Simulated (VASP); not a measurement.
Here is the system:

```
FeNi3
1.0
    3.59402     0.00000     0.00000
    0.00000     3.59402     0.00000
    0.00000     0.00000     3.59402
Fe Ni
1 3
Cartesian
  0.00000   0.00000   0.00000
  0.00000   1.79701   1.79701
  1.79701   0.00000   1.79701
  1.79701   1.79701   0.00000
```
Starting moments (μB, in the order of the record's atoms Fe Ni Ni Ni): 3.0 0.5 0.5 0.5.

These are PBEsol GGA, VASP's PBE PAW potentials (set 64) (plane waves; VASP 6.6.1) values and carry that method's errors. Settings: 300 eV cut-off, 7×7×7 Γ-centred mesh, Fermi-Dirac smearing of 0.14 eV, potentials Fe Ni.

Give the spin-up energies of bands 11 to 24 at the high-symmetry points, in eV from the Fermi level.

```tsv
band	Γ	X	M	R
11	-1.61	-2.50	-2.75	-2.44
12	-1.61	-1.95	-2.75	-2.44
13	-0.81	-1.84	-2.62	-0.90
14	-0.81	-1.84	-1.82	-0.90
15	-0.78	-1.61	-1.72	-0.81
16	-0.71	-1.61	-1.72	-0.81
17	-0.71	-1.51	-1.64	-0.81
18	-0.71	-1.47	-1.64	-0.77
19	-0.60	-1.37	-1.44	-0.77
20	-0.60	-1.00	-1.41	-0.77
21	-0.60	-0.71	0.68	-0.48
22	2.17	-0.60	0.68	-0.48
23	2.17	7.21	0.71	-0.48
24	2.17	7.21	0.72	-0.32
```

Give the spin-down energies of bands 11 to 24 at the high-symmetry points, in eV from the Fermi level.

```
band      Γ      X      M      R
----  -----  -----  -----  -----
11    -0.50  -1.34  -1.91  -1.29
12    -0.50  -1.10  -1.54  -1.29
13     0.02  -0.88  -1.10  -0.42
14     0.27  -0.88  -1.10  -0.39
15     0.27  -0.77  -1.10  -0.39
16     0.27  -0.34  -0.73  -0.39
17     0.99  -0.04  -0.62   0.07
18     0.99  -0.04   0.23   0.07
19     1.26   0.27   0.23   0.07
20     1.26   0.54   0.43   0.81
21     1.26   0.63   1.34   0.81
22     2.25   1.24   1.34   0.81
23     2.25   7.60   2.24   1.11
24     2.25   7.60   2.37   1.11
```

It has no gap at this level: it comes out as a metal or semimetal.

The structure is a typed Ni3Fe crystal (Pm-3m). The cell was not relaxed at this level.
